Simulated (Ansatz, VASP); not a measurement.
# Cross-check of SnGeO2 (CuAu-ordered zincblende type (invented)) between VASP and Ansatz

Wanted: the spread between two codes on one cell, functional and k mesh. The cell is generated by rule, not measured, and may not be a known phase. Of the first pair: The two relaxations start from unlike cells of this crystal (the structure described is Ansatz's start), so only their ends are compared.

Calculated with Ansatz 0.2.0; plane waves, with VASP 6.6.1 beside it; relaxation of cell and atoms at PBEsol.

## (1) The structure

It takes space group P-4m2 (No. 115, tetragonal). The conventional cell has a = 3.438 Å, b = 3.438 Å, c = 4.863 Å, α = 90.00°, β = 90.00°, γ = 90.00°. Nearest to Ge lie 4 O at 2.11 Å. Nearest to Sn lie 4 O at 2.11 Å. Nearest to O lie 2 Ge at 2.11 Å and 2 Sn at 2.11 Å. Farther neighbours and most contacts between anions are not listed.

Structure file:

```cif
data_structure
_symmetry_space_group_name_H-M 'P 1'
_symmetry_Int_Tables_number 1
_cell_length_a 3.4384
_cell_length_b 3.4384
_cell_length_c 4.8627
_cell_angle_alpha 90.000
_cell_angle_beta 90.000
_cell_angle_gamma 90.000
_cell_volume 57.49
loop_
_atom_site_label
_atom_site_type_symbol
_atom_site_fract_x
_atom_site_fract_y
_atom_site_fract_z
_atom_site_occupancy
Ge1 Ge 0.00000 0.00000 0.00000 1
Sn2 Sn 0.50000 0.50000 0.50000 1
O3 O 0.00000 0.50000 0.25000 1
O4 O 0.50000 0.00000 0.75000 1
```

## (2) VASP: relaxation of cell and atoms, PBEsol, pair 1

The relaxed volume is the usual yardstick between codes: in a stiff, nearly cubic crystal its relative difference is about their pressure difference at one cell divided by the bulk modulus.

Lines of VASP's logs that name or quote its potential files are left out, and so is its time.

File INCAR:

```
SYSTEM = SnGeO2
PREC = Accurate
ENCUT = 600
EDIFF = 1E-07
NELM = 120
ISMEAR = 0
SIGMA = 0.1
LREAL = .FALSE.
ALGO = Normal
GGA = PS
NBANDS = 26
LORBIT = 11
LWAVE = .FALSE.
LCHARG = .FALSE.
ISIF = 3
IBRION = 2
NSW = 80
EDIFFG = -0.005
LASPH = .TRUE.
GGA_COMPAT = .FALSE.
NELMIN = 4
KPAR = 2
```

File POSCAR:

```
SnGeO2
1.0
    3.1130637536      0.0000000000      0.0000000000
    0.0000000000      3.1130637536      0.0000000000
    0.0000000000      0.0000000000      6.5629931943
Ge Sn O
1 1 2
Direct
    0.0000000000      0.0000000000      0.0000000000
    0.5000000000      0.5000000000      0.5000000000
    0.0000000000      0.5000000000      0.1472311863
    0.5000000000      0.0000000000      0.8527686081
```

File KPOINTS:

```
Automatic mesh
0
Gamma
6 6 4
0 0 0
```

Potentials, in the order of the species: Ge_d, Sn_d and O (PBE family, release 64).

Command:

```console
$ mpirun -np 2 vasp_std
```

Numbers of over 12 decimals in the logs are rounded to 6 here.

What it wrote:

```text
[banner, memory and clock lines left out]
running    2 mpi-ranks, on    1 nodes
 distrk:  each k-point on    1 cores,    2 groups
 distr:  one band on    1 cores,    1 groups

 POSCAR found type information on POSCAR GeSnO
 POSCAR found :  3 types and       4 ions
|                                                                             |
|               ----> ADVICE to this user running VASP <----                  |
|                                                                             |
|     You enforced a specific xc type in the INCAR file but a different       |
|     [... a line on the potential file left out ...]
|     I HOPE YOU KNOW WHAT YOU ARE DOING!                                     |
|                                                                             |

 LDA part: xc-table for (Slater+PW92), standard interpolation
 POSCAR, INCAR and KPOINTS ok, starting setup
 FFT: planning ... GRIDC
 FFT: planning ... GRID_SOFT
 FFT: planning ... GRID
 WAVECAR not read
 entering main loop
       N       E                     dE             d eps       ncg     rms          rms(c)
DAV:   1     0.419091800694E+03    0.41909E+03   -0.22388E+04  1732   0.354E+03
DAV:   2     0.444643670606E+02   -0.37463E+03   -0.36274E+03  1632   0.710E+02
DAV:   3    -0.227266004529E+02   -0.67191E+02   -0.66215E+02  1824   0.214E+02
DAV:   4    -0.260974687510E+02   -0.33709E+01   -0.33536E+01  1864   0.537E+01
DAV:   5    -0.261759066066E+02   -0.78438E-01   -0.78380E-01  1860   0.826E+00    0.993E+00
DAV:   6    -0.237002311822E+02    0.24757E+01   -0.10614E+01  2142   0.522E+01    0.419E+00
DAV:   7    -0.235959614076E+02    0.10427E+00   -0.10343E+00  1716   0.744E+00    0.217E+00
DAV:   8    -0.235627127831E+02    0.33249E-01   -0.14782E-01  2092   0.372E+00    0.621E-01
DAV:   9    -0.235567514698E+02    0.59613E-02   -0.32480E-02  2466   0.198E+00    0.214E-01
DAV:  10    -0.235563648602E+02    0.38661E-03   -0.52484E-03  2194   0.707E-01    0.681E-02
DAV:  11    -0.235564745505E+02   -0.10969E-03   -0.56790E-04  1806   0.221E-01    0.262E-02
DAV:  12    -0.235564724646E+02    0.20859E-05   -0.49879E-05  2110   0.615E-02    0.101E-02
DAV:  13    -0.235564695621E+02    0.29025E-05   -0.11198E-05  2190   0.489E-02    0.173E-03
DAV:  14    -0.235564697278E+02   -0.16571E-06   -0.18070E-06  2160   0.164E-02    0.202E-03
DAV:  15    -0.235564696432E+02    0.84560E-07   -0.45972E-07  1562   0.823E-03
   1 F= -.23556470E+02 E0= -.23551825E+02  d E =-.235565E+02
[... from here on, the cycles between the ionic steps are left out ...]
   2 F= -.23579410E+02 E0= -.23574881E+02  d E =-.229399E-01
   3 F= -.23581524E+02 E0= -.23577045E+02  d E =-.250546E-01
   5 F= -.23603740E+02 E0= -.23598567E+02  d E =-.222154E-01
   6 F= -.23603775E+02 E0= -.23598583E+02  d E =-.222507E-01
   7 F= -.23604805E+02 E0= -.23599586E+02  d E =-.103004E-02
   8 F= -.23605642E+02 E0= -.23600340E+02  d E =-.186659E-02
   9 F= -.23605715E+02 E0= -.23600433E+02  d E =-.194031E-02
  10 F= -.23605715E+02 E0= -.23600434E+02  d E =-.193965E-02
  11 F= -.23605737E+02 E0= -.23600453E+02  d E =-.220099E-04
  12 F= -.23605739E+02 E0= -.23600455E+02  d E =-.246971E-04
  13 F= -.23605755E+02 E0= -.23600463E+02  d E =-.154327E-04
 trial-energy change:   -0.000015  1 .order   -0.000015   -0.000018   -0.000012
 step:   1.3835(harm=  1.3835)  dis= 0.00079  next Energy=   -23.605768 (dE=-0.282E-04)
 bond charge predicted
       N       E                     dE             d eps       ncg     rms          rms(c)
DAV:   1    -0.236060178705E+02   -0.26315E-03   -0.12997E-02  1576   0.947E-01    0.991E-02
DAV:   2    -0.236058533206E+02    0.16455E-03   -0.54142E-04  1984   0.272E-01    0.569E-02
DAV:   3    -0.236057798676E+02    0.73453E-04   -0.11817E-04  2246   0.109E-01    0.254E-02
DAV:   4    -0.236057673089E+02    0.12559E-04   -0.37212E-05  2058   0.542E-02    0.508E-03
DAV:   5    -0.236057671353E+02    0.17357E-06   -0.55952E-06  1700   0.238E-02    0.255E-03
DAV:   6    -0.236057671297E+02    0.56243E-08   -0.36379E-07  1578   0.628E-03
  14 F= -.23605767E+02 E0= -.23600459E+02  d E =-.278287E-04
 curvature:  -1.71 expect dE=-0.392E-05 dE for cont linesearch -0.184E-07
 trial: gam= 0.17793 g(F)=  0.837E-06 g(S)=  0.146E-05 ort =-0.104E-05 (trialstep = 0.637E+00)
 search vector abs. value=  0.512E-05
 reached required accuracy - stopping structural energy minimisation
```

Parts of OUTCAR (step 2):

```text
ion  position               nearest neighbor table
   1  0.000  0.000  0.000-   3 1.83   3 1.83   4 1.83   4 1.83
   2  0.500  0.500  0.500-   4 2.79   4 2.79   3 2.79   3 2.79
   3  0.000  0.500  0.147-   1 1.83   1 1.83   2 2.79   2 2.79
   4  0.500  0.000  0.853-   1 1.83   1 1.83   2 2.79   2 2.79

  LATTYP: Found a simple tetragonal cell.
 ALAT       =     3.1130637536
 C/A-ratio  =     2.1082103400

 Subroutine GETGRP returns: Found  8 space group operations
 (whereof  8 operations were pure point group operations)

The static configuration has the point symmetry D_2d.

 Found     30 irreducible k-points:

   k-points           NKPTS =     30   k-points in BZ     NKDIM =     30   number of bands    NBANDS=     26

   dimension x,y,z NGX =    28 NGY =   28 NGZ =   54
   dimension x,y,z NGXF=    56 NGYF=   56 NGZF=  108

   ENCUT  =  600.0 eV  44.10 Ry    6.64 a.u.   6.22  6.22 13.11*2*pi/ulx,y,z

   NELECT =      40.0000    total number of electrons

 k-points in reciprocal lattice and weights: Automatic mesh
   0.00000000  0.00000000  0.00000000       0.007
   0.16666667  0.00000000  0.00000000       0.028
   0.33333333  0.00000000  0.00000000       0.028
   0.50000000  0.00000000  0.00000000       0.014
   0.16666667  0.16666667  0.00000000       0.028
   0.33333333  0.16666667  0.00000000       0.056
   0.50000000  0.16666667  0.00000000       0.028
   0.33333333  0.33333333  0.00000000       0.028
   0.50000000  0.33333333  0.00000000       0.028
[...]
0.50000000  0.33333333  0.50000000       0.028
   0.50000000  0.50000000  0.50000000       0.007

 average (electrostatic) potential at core
       1 -74.7491       2-100.4659       3 -70.9466       4 -70.9466

 E-fermi :   6.4770

 k-point     1 :       0.0000    0.0000    0.0000
  band No.  band energies     occupation
    ...
     17       0.5394      2.00000
     18       2.2983      2.00000
     19       2.2983      2.00000
     20       5.6249      2.00000
     21       6.4262      1.52764
     22       8.1600      0.00000
     23      12.7969      0.00000
     24      12.7969      0.00000
     25      13.3853      0.00000
     26      15.0848      0.00000

 k-point     2 :       0.1667    0.0000    0.0000
  band No.  band energies     occupation
    ...
     16      -0.5094      2.00000
     17       0.9077      2.00000
     18       2.0517      2.00000
     19       2.3388      2.00000
     20       6.2120      1.99982
     21       6.6069      0.06625
     22       8.8698      0.00000
     23       9.6007      0.00000
     24      12.7949      0.00000
     25      13.2709      0.00000
    ...

 k-point     3 :       0.3333    0.0000    0.0000
  band No.  band energies     occupation
    ...
     16      -0.2868      2.00000
     17       1.0601      2.00000
     18       1.9951      2.00000
     19       2.4212      2.00000
     20       5.4311      2.00000
     21       6.7497      0.00012
     22       7.5772      0.00000
     23      10.5584      0.00000
     24      11.7593      0.00000
     25      13.6830      0.00000
    ...

  Total        0.0073384      0.0073384      0.0036165      0.0000000      0.0000000      0.0000000
  in kB        0.1784741      0.1784741      0.0879547      0.0000000      0.0000000      0.0000000
  external PRESSURE =       0.1483010 kB  Pullay stress =       0.0000000 kB

  energy-cutoff  :      600.00
  volume of cell :       65.88
      direct lattice vectors                 reciprocal lattice vectors
     3.068425011 -0.000000000 -0.000000000     0.325900094  0.000000000 -0.000000000
     0.000000000  3.068425011  0.000000000    -0.000000000  0.325900094 -0.000000000
     0.000000000  0.000000000  6.996922913     0.000000000 -0.000000000  0.142919968

 POSITION                                       TOTAL-FORCE (eV/Angst)
 -----------------------------------------------------------------------------------
      0.00000      0.00000      6.99692        -0.000000      0.000000     -0.000000
      1.53421      1.53421      3.49846         0.000000     -0.000000     -0.000000
      0.00000      1.53421      0.99270        -0.000000     -0.000000     -0.002946
      1.53421      0.00000      6.00422         0.000000      0.000000      0.002946
 -----------------------------------------------------------------------------------
    total drift:                                0.000000      0.000000      0.001779

  FREE ENERGIE OF THE ION-ELECTRON SYSTEM (eV)
  ---------------------------------------------------
  free  energy   TOTEN  =       -23.6057671297 eV

  energy  without entropy=      -23.5951518024  energy(sigma->0) =      -23.60045947

 reached required accuracy - stopping structural energy minimisation

 total charge
# of ion       s       p       d       tot
------------------------------------------
    1        1.032   1.155  10.350  12.538
    2        1.297   0.858   9.969  12.123
    3        1.584   3.418   0.000   5.002
    4        1.584   3.418   0.000   5.002
--------------------------------------------------
tot          5.497   8.848  20.319  34.664

[... 3 further parts left out ...]
```

CONTCAR:

```
SnGeO2
   1.00000000000000
     3.0684250106233240   -0.0000000000000000   -0.0000000000000000
     0.0000000000000000    3.0684250106233240    0.0000000000000000
     0.0000000000000000    0.0000000000000000    6.9969229125819776
  Ge              Sn              O
     1     1     2
Direct
     0.0000000000000000    0.0000000000000000    1.0000000000000000
     0.5000000000000000    0.5000000000000000    0.5000000000000000
     0.0000000000000000    0.5000000000000000    0.1418770980246055
     0.5000000000000000    0.0000000000000000    0.8581226963753918
```

## (3) Ansatz: relaxation of cell and atoms, PBEsol, pair 1

Ansatz runs on its default PAW (the set named soft_2) files.

Its own start cell and the same functional, mesh and smearing now go to Ansatz, which takes its cutoff from its data sets.

File input.yaml:

```yaml
crystal:
  lattice:
    - [3.43843, 0.0, 0.0]
    - [0.0, 3.43843, 0.0]
    - [0.0, 0.0, 4.86267]
  atoms:
    - { symbol: Ge, position: [0.0, 0.0, 0.0] }
    - { symbol: Sn, position: [0.5, 0.5, 0.5] }
    - { symbol: O, position: [0.0, 0.5, 0.25] }
    - { symbol: O, position: [0.5, 0.0, 0.75] }
kpoints:
  mp_grid: { grid: [6, 6, 4] }
hamiltonian:
  xc: pbesol
scf:
  occupations: { method: gaussian, width: 0.1 }
output:
  forces: true
  stress: true
  eigenvalues: true
relax:
  adjacent_minimum: "off"
  f_tol: 0.05
  max_steps: 80
  cell: { stress_tol: 0.5 }
```

Command:

```console
$ ansatz run input.yaml --threads 2 --pin off --max-ram 5120MiB --backend cpu --events-out ev --progress --plain --runs-dir out
```

What it wrote:

```text
The last accepted step is kept in <dir> (removed where the run ends without a failure and the disk answers)
Engine: ansatz 0.2.0, aarch64-unknown-linux-gnu
Pseudopotentials: kind: paw
Pseudopotential: Ge, paw, valence charge 14, recommended cutoff 420 eV (normal), Ge.paw.azcp
Pseudopotential: Sn, paw, valence charge 14, recommended cutoff 420 eV (normal), Sn.paw.azcp
Pseudopotential: O, paw, valence charge 6, recommended cutoff 420 eV (normal), O.paw.azcp
Functional definition: PBEsol
  exchange = pbesol_x
  correlation = pbesol_c
Crystal: 4 atoms, lattice volume = 57.490 Å³
Basis set: ecut = 420 eV, 1125 PW (Γ), exchange–correlation on 48×48×72 points (8 copies of the dense FFT grid, shifted against one another)
Bands: 24, of which v1, the nominal top of the filled ones, is band 20 counted from 1 (19 counted from 0)
Symmetry: 8 space group operations
Space group: P-4m2 (ITA 115), of the structure as read, at distance tolerance 3.9e-5 Å
k-points: 30 of 144 (time reversal used)
Non-local potential: Ge, projectors of the file, l = 0: 2, l = 1: 2, l = 2: 3, l = 3: 1
Non-local potential: Sn, projectors of the file, l = 0: 2, l = 1: 2, l = 2: 2, l = 3: 2
Non-local potential: O, projectors of the file, l = 0: 2, l = 1: 2, l = 2: 1
PAW form: soft (Blöchl's): semilocal exchange-correlation on the pseudo side does not see the compensation charge
PAW frozen core: Ge, regenerated for the run's functional, and the local potential with it (the file was generated under x = pbe(κ = 0.804, μ = 0.219515), c = pbe(β = 0.066725))
PAW frozen core: Sn, regenerated for the run's functional, and the local potential with it (the file was generated under x = pbe(κ = 0.804, μ = 0.219515), c = pbe(β = 0.066725))
PAW frozen core: O, regenerated for the run's functional, and the local potential with it (the file was generated under x = pbe(κ = 0.804, μ = 0.219515), c = pbe(β = 0.066725))
PAW one-centre angular grid: Ge, 590 points (default); XC on 64 Gauss nodes
PAW one-centre angular grid: Sn, 590 points (default); XC on 64 Gauss nodes
PAW one-centre angular grid: O, 110 points (default); XC on 64 Gauss nodes
Initial density: superposition of atomic densities (neutral atoms: chi_scale 0, normalization atom), corrected by the library's trained network
Initial wavefunctions: pseudopotential atomic-orbital guess
Functional: x = pbesol(κ = 0.804, μ = 0.123457), c = pbesol(β = 0.046)
SCF iter   1: F=—  HF=-11321.853923 eV  |F-HF|=—  |Δ(HF+E_count)|=         —  Δρ=2.44e-2  dr2=3.75e-1  ethr=1.77e-3  ⟨swp⟩=5.8  Hψ=3349  notcnv=0
preconditioner: auto → LDOS  [metal: Δε(μ)=0.070 eV  Ē_g=19.125 eV  σ=0.100 eV  W_gap=0.35  n_scr=14 (ndim 8)  ℏωp=31.0 eV  f_vac=0.012  D(μ)=1.29/eV (n_scr^D=6)  β→1.0]
SCF iter   2: F=—  HF=-11321.780064 eV  |F-HF|=—  |Δ(HF+E_count)|=   7.39e-2  Δρ=9.26e-3  dr2=2.88e-2  ethr=9.39e-4  ⟨swp⟩=2.1  Hψ=1271  notcnv=0  defer=1
preconditioner: auto → Kerker (q_TF=auto, 2.568 Å⁻¹)  [metal: Δε(μ)=0.030 eV  Ē_g=19.240 eV  σ=0.100 eV  W_gap=0.16  n_scr=14 (ndim 8)  ℏωp=31.0 eV  f_vac=0.004  D(μ)=1.10/eV (n_scr^D=6)  β→0.5]
SCF iter   3: F=—  HF=-11321.771875 eV  |F-HF|=—  |Δ(HF+E_count)|=   8.19e-3  Δρ=2.12e-3  dr2=2.88e-3  ethr=7.20e-5  ⟨swp⟩=3.0  Hψ=1408  notcnv=0  defer=1
SCF iter   4: F=—  HF=-11321.771325 eV  |F-HF|=—  |Δ(HF+E_count)|=   5.50e-4  Δρ=6.97e-4  dr2=5.04e-4  ethr=7.21e-6  ⟨swp⟩=2.0  Hψ=1047  notcnv=0  defer=1
SCF iter   5: F=—  HF=-11321.771072 eV  |F-HF|=—  |Δ(HF+E_count)|=   2.54e-4  Δρ=2.63e-4  dr2=4.32e-5  ethr=1.26e-6  ⟨swp⟩=2.0  Hψ=1320  notcnv=0  defer=1
SCF iter   6: F=—  HF=-11321.771002 eV  |F-HF|=—  |Δ(HF+E_count)|=   6.95e-5  Δρ=9.30e-5  dr2=5.82e-6  ethr=1.08e-7  ⟨swp⟩=2.3  Hψ=871  notcnv=0  defer=1
SCF iter   7: F=—  HF=-11321.771002 eV  |F-HF|=—  |Δ(HF+E_count)|=   4.52e-9  Δρ=3.02e-5  dr2=6.83e-7  ethr=1.46e-8  ⟨swp⟩=2.5  Hψ=1177  notcnv=0  defer=1
SCF iter   8: F=-11321.771002 eV  HF=-11321.771002 eV  |F-HF|=1.06e-8  |Δ(HF+E_count)|=   1.99e-7  Δρ=9.40e-6  dr2=4.75e-8  ethr=2.50e-10  ⟨swp⟩=6.2  Hψ=3172  notcnv=0
SCF 1 converged in 8 iterations: F = -11321.771002 eV  dr2 = 4.75e-8
  greatest PAW one-centre occupation: 0.999 electrons in one spin orbital (limit 2), on the Ge atom at site 0 (counted from 0), in its partial waves of l = 2
relax step   1: F+E_penalty+E_count = -11321.77100219 eV  Δ(F+E_penalty+E_count) = +0.000e0 eV  max|allowed force component| = 2.930e-1 eV/Å  Δτ_max = 0.0000 Å  P = +23.666 GPa  Ω = 57.490 Å³  (8 SCF iters, dr2 threshold 1.00e-7 eV, accepted)
[...]
relax step  24: F+E_penalty+E_count = -11323.84078688 eV  Δ(F+E_penalty+E_count) = -9.402e-3 eV  max|allowed force component| = 3.302e-2 eV/Å  Δτ_max = 0.0079 Å  P = +0.200 GPa  Ω = 65.445 Å³  energy of the carried Pulay correction = -1.904e-3 eV  (6 SCF iters, dr2 threshold 4.00e-7 eV, accepted)
[...]
relax step  25: F+E_penalty+E_count = -11323.84075846 eV  Δ(F+E_penalty+E_count) = +2.842e-5 eV  max|allowed force component| = 8.685e-3 eV/Å  Δτ_max = 0.0092 Å  P = -0.021 GPa  Ω = 65.981 Å³  energy of the carried Pulay correction = -3.500e-3 eV  (5 SCF iters, dr2 threshold 4.00e-7 eV, accepted)
[...]
relax step  26: F+E_penalty+E_count = -11323.84543918 eV  Δ(F+E_penalty+E_count) = -4.681e-3 eV  max|allowed force component| = 9.500e-3 eV/Å  Δτ_max = 0.0000 Å  P = +0.006 GPa  Ω = 65.981 Å³  stress off target by 2.72e-1 GPa  SCF on the basis re-selected at this cell (its energy is not comparable with the rows above)  (6 SCF iters)
basis re-selected at this cell: Δ(F+E_penalty+E_count) = -4.681e-3 eV, ΔP = +0.027 GPa vs the last step (what re-selecting the basis moved, of the pressure what is left beyond the Pulay correction that the steps carried, after the strain that the cell walked since its last selection, with what the two solves' SCF thresholds leave and, on support functions, any second-order correction that the steps lacked; it is no m [...]
SCF converged after 6 iterations
Free energy (F): -11323.845439 eV
Harris-Foulkes:  -11323.845439 eV  (|F-HF|=6.17e-10)
Internal energy: -11323.834792 eV  (E = F + TS)
E sigma→0 (E₀):  -11323.840116 eV
Entropy (-TS):   -0.010647 eV (-2.662 meV/atom)
Fermi energy:    9.526323 eV
--- Per-component energies (eV) ---
  E_band       = -283.131445
  E_kinetic    = 645.973929
  E_local      = -4388.970762  (includes V_loc(G=0)·N_el)
  E_nonlocal   = 490.147126
  E_hartree    = 2029.361059
  E_xc         = -598.817460
  E_vxc        = -347.143401  (∫ρ·V_xc dr)
  E_paw        = -6350.338413  (= ΣΔE_a)
  E_vpaw       = -741.865503  (= ΣTr[D̂ρ^β])
  E_aug_tail   = 0.004838  (compensation charges beyond the density's cutoff)
  E_ewald      = -3152.468462
  E_core_change = 1.273352  (= ΣΔE_core)
  E_smearing   = -0.010647  (= −TS)
  E_closure    = 0.000000  (closes the sum)
  Σ components = -11323.845439   (vs F -11323.845439, Δ=0.00e0)
--- Forces (eV/Å), atoms counted from 1 ---
  atom   1  Ge     0.00000000     0.00000000     0.00000000
  atom   2  Sn     0.00000000     0.00000000     0.00000000
  atom   3  O     -0.00000000    -0.00000000     0.00950049
  atom   4  O     -0.00000000    -0.00000000    -0.00950049
  max |Σ_I F_I| component: 2.78e-17 eV/Å
--- Stress (GPa, compression-positive) ---
       -0.126719       0.000000      -0.000000
        0.000000      -0.126719      -0.000000
       -0.000000      -0.000000       0.272031
  P = ⅓ Tr σ = 0.0062 GPa (0.062 kbar)
--- Band table (eV; the first three rows and the last of 30) ---
  k-point 0: bands = [... 16 lower, 3.6049, 5.3540, 5.3540, 8.6873, 9.4747, 11.2288, 15.8262, 15.8262]
  k-point 1: bands = [... 16 lower, 4.2305, 5.3501, 5.3501, 7.6667, 10.2403, 11.2084, 15.8558, 15.8558]
  k-point 2: bands = [... 16 lower, 4.8962, 5.3461, 5.3461, 6.8509, 10.6667, 11.1598, 15.8862, 15.8862]
  k-point 29: bands = [... 16 lower, 3.1456, 4.3571, 7.0892, 8.6245, 8.6245, 12.1311, 12.1311, 13.1375]
--- Relaxed structure (23 steps of the walk, 21 accepted, 3 SCFs on fresh bases) ---
  F+E_penalty+E_count = -11323.84543918 eV   max|allowed force component| = 9.500e-3 eV/Å   (the final SCF, on the basis selected at the relaxed cell)
  cell:  # Å, volume = 65.9809 Å³
    - [3.072574, 0, -7.219487263431795e-17]
    - [0, 3.072574, 0]
    - [-1.0209887690391222e-16, 0, 6.988978]
  atoms:
    - { symbol: Ge, position: [0, 0, 0] }
    - { symbol: Sn, position: [0.500000, 0.500000, 0.5] }
    - { symbol: O, position: [4.2617717232273176e-18, 0.500000, 0.141426] }
    - { symbol: O, position: [0.500000, 0, 0.858574] }
```

[end of part 1 of 2]

[Lines on the potential files, build, host, timing and source positions are cut from VASP's logs without a mark.]

[Logs are printed without paths, hosts, clocks, repeated set-up lines and the standing remarks that a program may print on its own settings, such as how far it seeks lower states.]

[Hosts, paths, dates, database ids (printed as entryN), source tags and the programs' standing remarks are cut or masked in the printed files.]
